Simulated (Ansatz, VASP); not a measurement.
## One calculation of BiIr, two programs

Contents of INCAR:

```
SYSTEM = BiIr
PREC = Accurate
ENCUT = 520
EDIFF = 1E-6
ISMEAR = -1
SIGMA = 0.1
LREAL = .FALSE.
LASPH = .TRUE.
NELM = 80
ALGO = Normal
ISIF = 2
LWAVE = .FALSE.
LCHARG = .FALSE.
GGA = PS
NBANDS = 19
```

The input KPOINTS:

```
regular mesh
0
G
  12 12 12
  0 0 0
```

Contents of POSCAR:

```
BiIr
1.0
    0.0000000000      2.6591484942      2.6591484942
    2.6591484942      0.0000000000      2.6591484942
    2.6591484942      2.6591484942      0.0000000000
Ir Bi
1 1
Direct
    0.0000000000      0.0000000000      0.0000000000
    0.2500000000      0.2500000000      0.2500000000
```

Input for Ansatz:

```yaml
crystal:
  lattice:
    - [0.0, 2.6591484942, 2.6591484942]
    - [2.6591484942, 0.0, 2.6591484942]
    - [2.6591484942, 2.6591484942, 0.0]
  atoms:
    - { symbol: Ir, position: [0.0, 0.0, 0.0] }
    - { symbol: Bi, position: [0.25, 0.25, 0.25] }
kpoints:
  mp_grid: { grid: [12, 12, 12] }
scf:
  occupations: { method: fermi_dirac, width: 0.1 }
hamiltonian:
  xc: pbesol
  pseudopotentials: { kind: paw }
output:
  forces: true
  stress: true
  eigenvalues: true
  populations: true
  write_density: true
  write_potential: true
  elf: true
  volumetric_format: npy
```

Change from the starting cell: volume scaled by 0.68, PAW files.

Alike in both runs: task single point; functional PBEsol; k mesh 12 × 12 × 12; occupations fermi-dirac, width 0.1 eV; no spin polarisation.

|  | VASP | Ansatz |
| --- | --- | --- |
| version | VASP 6.6.1 | Ansatz 0.2.0 |
| potentials or method | VASP PAW PBE potentials, release 64 (Ir, Bi_d) | PAW with Ansatz's default frozen-core files, scalar-relativistic |
| plane-wave cutoff (eV) | 520 | 420 |
| valence electrons in the cell | 24 | 32 |

Ansatz gave:

- pressure (GPa): 96.7

Question: Estimate VASP's values.

Answer: Pressure (GPa): 97.9.

The functional is the same, so the differences come from potentials, cutoffs and numerics. The two sets of potentials don't hold the same shells in valence.

Caveats: the cell as given lies far from equilibrium; so large a pressure means that the cell lies far from this level's equilibrium, or that cutoff or potentials fall short (VASP); the potentials were made for another functional, which shifts forces and pressure (VASP); spin-orbit coupling is left out, which moves the levels of the heavy elements.
